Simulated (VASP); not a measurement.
# B (relaxed from the simple-cubic structure, space group Pm-3m): computed properties

All values below come from PBEsol GGA, VASP's PBE PAW potentials (set 64) (plane waves; VASP).

For B, the space group is Pm-3m (221). The cell comes out as a = 1.8788 Å, b = 1.8788 Å, c = 1.8788 Å, α = 90.00°, β = 90.00°, γ = 90.00° and the volume per atom is 6.63 Å³/atom. The band gap (over mesh and band path) is none (metal, semimetal or under 0.01 eV) and the density is 2.71 g/cm³.

```
B
1.0
    1.87880     0.00000     0.00000
    0.00000     1.87880     0.00000
    0.00000     0.00000     1.87880
B
1
Direct
  0.00000   0.00000   0.00000
```

The structure was generated: B was put into the simple-cubic type (Pm-3m), which need not be its known phase. It was relaxed first. Symmetry was kept, so distortions that lower it aren't found.
